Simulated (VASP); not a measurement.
## MgZn3Te4 (ordered alloy cell): computed properties

Method: PBEsol GGA, VASP's PBE PAW potentials (set 64) (plane waves; VASP).

| Quantity | Result |
|---|---|
| space group | R3m (160) |
| cell | a = 4.342 Å, b = 4.342 Å, c = 42.857 Å, α = 90.00°, β = 90.00°, γ = 120.00° |
| volume per atom | 29.15 Å³/atom |
| band gap (over mesh and band path) | 1.28 eV |
| smallest direct gap (over mesh and band path) | 1.28 eV |
| band-edge character | direct, Γ to Γ |
| density | 5.20 g/cm³ |

Space group R3m, hexagonal axes (No. 160); a = 4.3417 Å, b = 4.3417 Å, c = 42.8570 Å, α = 90.00°, β = 90.00°, γ = 120.00°

| atom | site | symmetry | x | y | z |
|---|---|---|---|---|---|
| Zn | 3a | 3m | 0.0000 | 0.0000 | 0.9976 |
| Zn | 3a | 3m | 0.0000 | 0.0000 | 0.2500 |
| Zn | 3a | 3m | 0.0000 | 0.0000 | 0.5023 |
| Te | 3a | 3m | 0.0000 | 0.0000 | 0.3113 |
| Te | 3a | 3m | 0.0000 | 0.0000 | 0.5635 |
| Te | 3a | 3m | 0.0000 | 0.0000 | 0.8157 |
| Te | 3a | 3m | 0.0000 | 0.0000 | 0.0590 |
| Mg | 3a | 3m | 0.0000 | 0.0000 | 0.7506 |
(The calculation used a cell of 8 atoms; values per cell refer to that cell.)

Unless said otherwise, spin-orbit coupling is left out, though it shifts the bands of the heavy elements here.

The structure was generated: MgZn3Te4 was put into an ordered model structure (R3m), which need not be its known phase. It was relaxed first. Symmetry was kept, so distortions that lower it aren't found.
